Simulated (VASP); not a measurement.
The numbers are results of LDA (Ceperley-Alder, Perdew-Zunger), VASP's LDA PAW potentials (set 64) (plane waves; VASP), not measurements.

Input for VASP

**POSCAR**
```
VAs
5.843270
  1.0000000000   0.0000000000   0.0000000000
  0.0000000000   0.5753131380   0.0000000000
  0.0000000000   0.0000000000   1.0590491283
V As
4 4
Cart
  0.0053500000   0.1438282845   0.8672553312
  0.9946500000   0.4314848535   0.1917937971
  0.4946500000   0.4314848535   0.3377307670
  0.5053500000   0.1438282845   0.7213183613
  0.1940500000   0.1438282845   0.4479354193
  0.8059500000   0.4314848535   0.6111137090
  0.3059500000   0.4314848535   0.9774599835
  0.6940500000   0.1438282845   0.0815891448
```

INCAR:
```
SYSTEM = VAs
PREC = Accurate; ENCUT = 300; LREAL = .FALSE.
LASPH = .TRUE.
EDIFF = 1E-6; NELM = 100; ALGO = Normal
LMAXMIX = 4
ISMEAR = -1; SIGMA = 0.136
ISIF = 2
LWAVE = .FALSE.; LCHARG = .FALSE.
```

KPOINTS:
```
Regular mesh
0
G
 2 4 2
0 0 0
```

POTCAR, in this order: V_sv As (LDA.64 set). Program: vasp_std.

**Question.** What will the output report for the number of irreducible k-points (NKPTS), largest plane-wave count, number of space-group operations, FFT grid (NGX, NGY, NGZ)?

**Answer.** 
```json
{
  "number of irreducible k-points (NKPTS)": "12",
  "largest_plane_wave_count": "1444",
  "number_of_space_group_operations": "8",
  "FFT grid (NGX, NGY, NGZ)": "36 × 20 × 36"
}
```

The structure comes from a computed database's VAs entry; how it stands against other phases isn't given here. The cell was not relaxed at this level. The k-mesh is coarse (spacing up to 0.54 per Å, 2π included), so the numbers may not be converged in it. The run is one of a series of settings (KPOINTS 2×4×2 Γ-centred mesh against the base run), some of them coarse on purpose. The run is not spin-polarised, so no magnetic state was tried.
